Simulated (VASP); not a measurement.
The input files of a VASP run:

**KPOINTS**
```
Automatic mesh
0
Gamma
7 7 4
0 0 0
```

### INCAR
```
SYSTEM = SiC
PREC = Accurate
ENCUT = 520
EDIFF = 1E-6
NELM = 100
ALGO = Normal
LREAL = .FALSE.
LASPH = .TRUE.
ISMEAR = 0
SIGMA = 0.05
METAGGA = R2SCAN
LMIXTAU = .TRUE.
LWAVE = .FALSE.
LCHARG = .FALSE.
IBRION = 2
ISIF = 3
NSW = 60
EDIFFG = -0.02
```

File POSCAR:
```
SiC
1
    3.1337411004    -0.0000000216     0.0000000000
   -1.5668700849     2.7138994935    -0.0000000000
   -0.0000000000     0.0000000000     4.9588824522
Si C
2 2
Direct
  0.3333330000   0.6666670000   0.2500000000
  0.6666670000   0.3333330000   0.7500000000
  0.3333330000   0.6666670000   0.7500000000
  0.6666670000   0.3333330000   0.2500000000
```

POTCAR, in this order: Si C (PBE.64 set). Program: vasp_std.

### Question
Write an equivalent input for Ansatz.

### Answer
One equivalent input (not run):
Ansatz 0.2 input:
```yaml
crystal:
  lattice:
    - [3.1337411, -0.0000000, 0.0000000]
    - [-1.5668701, 2.7138995, 0.0000000]
    - [0.0000000, 0.0000000, 4.9588825]
  atoms:
    - { symbol: Si, position: [0.3333330, 0.6666670, 0.2500000] }
    - { symbol: Si, position: [0.6666670, 0.3333330, 0.7500000] }
    - { symbol: C, position: [0.3333330, 0.6666670, 0.7500000] }
    - { symbol: C, position: [0.6666670, 0.3333330, 0.2500000] }
kpoints:
  mp_grid: { grid: [7, 7, 4] }
hamiltonian:
  xc: r2scan
  pseudopotentials: { kind: paw }
scf:
  occupations: { method: gaussian, width: 0.05 }
  max_iter: 100
relax:
  max_steps: 60
  f_tol: 0.02
  cell: {}
output: { forces: true, stress: true, eigenvalues: true }
```
The two are equivalent in intent, not identical: each code has its own PAW files, so the cut-off isn't converted (ENCUT is set for VASP's; basis.ecutwfc is left out, and Ansatz then takes the one that its files recommend); Ansatz stops its SCF on the density residual and VASP on the energy change (EDIFF).

The structure was generated: SiC was put into the h-BN type (P6_3/mmc), which need not be its known phase. It was relaxed first, which changed the volume by -46 %. The start is the result of an earlier pass.
